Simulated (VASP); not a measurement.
Method: LDA (Ceperley-Alder, Perdew-Zunger), VASP's LDA PAW potentials (set 64) (plane waves; VASP).

VASP input:

File POSCAR:
```
TiSi2
1
    1.7398528849    -6.6268910967    -0.0000000000
    1.7398528849     6.6268910967     0.0000000000
    0.0000000000    -0.0000000000     3.5362555987
Ti Si
2 4
Direct
  0.8975460006   0.1024539994   0.7500000000
  0.1024539994   0.8975460006   0.2500000000
  0.5600718775   0.4399281225   0.7500000000
  0.4399281225   0.5600718775   0.2500000000
  0.2493125614   0.7506874386   0.7500000000
  0.7506874386   0.2493125614   0.2500000000
```

INCAR:
```
ALGO  =  Normal   # blocked Davidson
IBRION  =  2   # conjugate gradients
NSW  =  60
LMAXMIX  =  4
LWAVE  =  F
ISMEAR  =  1   # Methfessel-Paxton
EDIFFG  =  -0.02
LCHARG  =  F
EDIFF  =  1E-6
LREAL  =  F   # projection in real space or not
LASPH  =  T
SYSTEM  =  TiSi2
ENCUT  =  400   # plane-wave cut-off (eV)
NELM  =  100
PREC  =  Accurate
SIGMA  =  0.1
ISIF  =  3   # ions, shape and volume
```

**KPOINTS**
```
Automatic mesh
0
Gamma
8 8 8
0 0 0
```

POTCAR, in this order: Ti_sv Si (LDA.64 set). Program: vasp_std.

Output

### OSZICAR
```
       N       E                     dE             d eps       ncg     rms          rms(c)
DAV:   1     0.341589601071E+03    0.34159E+03   -0.17040E+04  5056   0.148E+03
DAV:   2    -0.290031280900E+01   -0.34449E+03   -0.34161E+03  5080   0.447E+02
DAV:   3    -0.457634255331E+02   -0.42863E+02   -0.42365E+02  8976   0.127E+02
DAV:   4    -0.484615343599E+02   -0.26981E+01   -0.26904E+01  6672   0.307E+01
DAV:   5    -0.486309562391E+02   -0.16942E+00   -0.16936E+00  7992   0.685E+00    0.197E+01
DAV:   6    -0.457881428186E+02    0.28428E+01   -0.44899E+01  7216   0.491E+01    0.756E+00
DAV:   7    -0.451093990521E+02    0.67874E+00   -0.11339E+01  6848   0.242E+01    0.577E+00
DAV:   8    -0.450041048043E+02    0.10529E+00   -0.97785E-01  6904   0.736E+00    0.900E-01
DAV:   9    -0.450031886287E+02    0.91618E-03   -0.63866E-02  7704   0.199E+00    0.575E-01
DAV:  10    -0.450036439544E+02   -0.45533E-03   -0.74802E-03  7144   0.726E-01    0.167E-01
DAV:  11    -0.450036365293E+02    0.74251E-05   -0.11347E-03  7048   0.243E-01    0.280E-02
DAV:  12    -0.450036313720E+02    0.51573E-05   -0.16163E-04  7136   0.924E-02    0.992E-03
DAV:  13    -0.450036298251E+02    0.15469E-05   -0.13841E-05  6848   0.318E-02    0.319E-03
DAV:  14    -0.450036297997E+02    0.25380E-07   -0.45536E-07  4624   0.535E-03
   1 F= -.45003630E+02 E0= -.45003771E+02  d E =-.450036E+02
       N       E                     dE             d eps       ncg     rms          rms(c)
DAV:   1    -0.450048773493E+02   -0.12475E-02   -0.61084E-02  6120   0.297E+00    0.221E-01
DAV:   2    -0.450045247920E+02    0.35256E-03   -0.54217E-03  5768   0.620E-01    0.125E-01
DAV:   3    -0.450041776884E+02    0.34710E-03   -0.10394E-03  6808   0.247E-01    0.170E-02
DAV:   4    -0.450041768701E+02    0.81830E-06   -0.13481E-04  6840   0.893E-02    0.140E-02
DAV:   5    -0.450041751677E+02    0.17025E-05   -0.79459E-06  6168   0.237E-02    0.896E-03
DAV:   6    -0.450041745647E+02    0.60300E-06   -0.20265E-06  5056   0.119E-02
   2 F= -.45004175E+02 E0= -.45004275E+02  d E =-.544765E-03
```

File OUTCAR:
```
------------------------ aborting loop because EDIFF is reached ----------------------------------------
  FORCE on cell =-STRESS in cart. coord.  units (eV):
  Direction    XX          YY          ZZ          XY          YZ          ZX
  --------------------------------------------------------------------------------------
  Total        0.0141194      0.0524364     -0.0112100      0.0000000      0.0000000      0.0000000
  in kB        0.2773137      1.0298861     -0.2201724      0.0000000      0.0000000      0.0000000
  external PRESSURE =       0.3623425 kB  Pullay stress =       0.0000000 kB
  volume of cell :       81.57
      direct lattice vectors                 reciprocal lattice vectors
     1.743410203 -6.624575389 -0.000000000     0.286794238 -0.075476536  0.000000000
     1.743410203  6.624575389  0.000000000     0.286794238  0.075476536 -0.000000000
     0.000000000  0.000000000  3.531558488     0.000000000 -0.000000000  0.283161104
 POSITION                                       TOTAL-FORCE (eV/Angst)
 -----------------------------------------------------------------------------------
      1.74341     -5.26650      2.64867         0.000000     -0.004646     -0.000000
      1.74341      5.26650      0.88289         0.000000      0.004646      0.000000
      1.74341     -0.79362      2.64867         0.000000      0.003595      0.000000
      1.74341      0.79362      0.88289         0.000000     -0.003595     -0.000000
      1.74341      3.32066      2.64867         0.000000     -0.018184     -0.000000
      1.74341     -3.32066      0.88289         0.000000      0.018184      0.000000
 -----------------------------------------------------------------------------------
    total drift:                               -0.000000     -0.000000     -0.000000
  FREE ENERGIE OF THE ION-ELECTRON SYSTEM (eV)
  ---------------------------------------------------
  free  energy   TOTEN  =       -45.0041745647 eV

  energy  without entropy=      -45.0044750306  energy(sigma->0) =      -45.00427472

 reached required accuracy - stopping structural energy minimisation
```
(Selected blocks of OUTCAR.)

### CONTCAR
```
TiSi2
   1.00000000000000
     1.7434102032690035   -6.6245753893689292   -0.0000000000000000
     1.7434102032690035    6.6245753893689292    0.0000000000000000
     0.0000000000000000    0.0000000000000000    3.5315584883740452
  Ti              Si
     2     4
Direct
     0.8974974771649693    0.1025025228350306    0.7500000000000000
     0.1025025228350306    0.8974974771649693    0.2500000000000000
     0.5598996789711064    0.4401003210288937    0.7500000000000000
     0.4401003210288937    0.5598996789711064    0.2500000000000000
     0.2493681021208156    0.7506318978791773    0.7500000000000000
     0.7506318978791773    0.2493681021208156    0.2500000000000000
```

The structure comes from a computed database's TiSi2 entry (Cmcm); how it stands against other phases isn't given here. This run relaxes it. Symmetry was kept, so distortions that lower it aren't found. The start is the result of an earlier pass.
